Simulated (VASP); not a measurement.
Input:

```
CELL_PARAMETERS angstrom
     -1.74500     1.74500     1.74500
      1.74500    -1.74500     1.74500
      1.74500     1.74500    -1.74500
ATOMIC_POSITIONS crystal
  Li 0.00000 0.00000 0.00000
```

Calculation: PBE GGA, VASP's PBE PAW potentials (set 64) (plane waves; VASP). Settings: 400 eV cut-off, 17×17×17 Γ-centred mesh, Fermi-Dirac smearing of 0.14 eV, potentials Li_sv.

At this cut-off the stress carries a Pulay error, which pulls relaxed volumes low.

Estimate the energy per atom (σ→0), pressure, band gap (on the k-mesh) with the smallest direct gap where there is one.

The band gap (on the k-mesh) is none (metal, semimetal or under 0.01 eV). The energy per atom (σ→0) is -184.5 kJ/mol-atom and the pressure is -3.94 GPa.

Total energies compare only between runs with the same potentials, cut-off and functional.

The structure is a typed Li crystal (Im-3m). The cell was not relaxed at this level.
